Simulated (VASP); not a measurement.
Input of a VASP 6.6.1 run:

INCAR

```
SYSTEM = CsTaS2
  ALGO = Fast
  EDIFF = 1E-6
  EDIFFG = -0.02
  ENCUT = 600
  GGA = RE
  IBRION = 2
  ISIF = 3
  ISMEAR = -1
  LASPH = .TRUE.
  LCHARG = .FALSE.
  LREAL = .FALSE.
  LWAVE = .FALSE.
  NELM = 80
  NSW = 60
  PREC = Accurate
  SIGMA = 0.05
```

File KPOINTS:

```
k-points
0
G
  7 7 3
  0 0 0
```

POSCAR

```
CsTaS2
1.0
    3.5423800000      0.0000000000      0.0000000000
   -1.7711900000      3.0677900000      0.0000000000
    0.0000000000      0.0000000000      8.2684800000
Cs Ta S
1 1 2
Direct
    0.0000000000      0.0000000000      0.5000000000
    0.3333300000      0.6666700000      0.0000000000
    0.6666700000      0.3333300000      0.1817700000
    0.6666700000      0.3333300000      0.8182300000
```

Potentials or basis: VASP PAW PBE potentials, release 64 (Cs_sv, Ta_pv, S).

Run with:

```console
$ cat potpaw_PBE.64/Cs_sv/POTCAR potpaw_PBE.64/Ta_pv/POTCAR potpaw_PBE.64/S/POTCAR > POTCAR
$ mpirun -np 1 vasp_std > vasp.out
```

Q: Estimate the space group after relaxing (to 0.05 Å).

A: P-6m2 (No. 187).

Q: Predict the band gap on the k mesh.

A: 0.32 eV, indirect (least direct gap 0.78 eV).

Q: Predict the relaxed cell.

A: a = 3.573 Å, b = 3.573 Å, c = 8.347 Å, α = 90.00°, β = 90.00°, γ = 120.00°.

Final structure:
```
Cs Ta S
1.0
     3.57347    0.00000    0.00000
    -1.78673    3.09471    0.00000
     0.00000    0.00000    8.34686
Cs Ta S
1 1 2
Direct
  0.00000 0.00000 0.50000
  0.33333 0.66667 0.00000
  0.66667 0.33333 0.18013
  0.66667 0.33333 0.81987
```

Caveat: spin-orbit coupling is left out, which moves the levels of the heavy elements; an odd mesh through Γ misses points on the zone boundary, where band edges often lie. As with any semilocal functional, this revPBE gap is likely too small.
